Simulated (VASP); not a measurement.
These are revPBE GGA, VASP's PBE PAW potentials (set 64) (plane waves; VASP 6.6.1) values and carry that method's errors.

VASP ran on this input.

### KPOINTS
```
Automatic mesh
0
Gamma
13 13 13
0 0 0
```

INCAR:
```
ALGO=Normal
EDIFF=1E-6
EDIFFG=-0.01
ENCUT=520
GGA=RE
IBRION=2
ISIF=3
ISMEAR=1
LASPH=.TRUE.
LCHARG=.FALSE.
LMAXMIX=4
LREAL=.FALSE.
LWAVE=.FALSE.
NELM=100
NSW=60
PREC=Accurate
SIGMA=0.1
SYSTEM=Ag
```

File POSCAR:
```
Ag
1
    0.0000000000     2.0965448576     2.0965448576
    2.0965448576     0.0000000000     2.0965448576
    2.0965448576     2.0965448576     0.0000000000
Ag
1
Direct
  0.0000000000   0.0000000000   0.0000000000
```

POTCAR, in this order: Ag (PBE.64 set). Program: vasp_std.

What will the output report for the number of irreducible k-points (NKPTS), largest plane-wave count, number of space-group operations, FFT grid (NGX, NGY, NGZ)?

```
Quantity                                      Result
--------------------------------------  ------------
number of irreducible k-points (NKPTS)            84
largest plane-wave count                         531
number of space-group operations                  48
FFT grid (NGX, NGY, NGZ)                24 × 24 × 24
```

The compound is Ag in the fcc structure. This run relaxes it. Symmetry was kept, so distortions that lower it aren't found. The start is the result of an earlier pass.
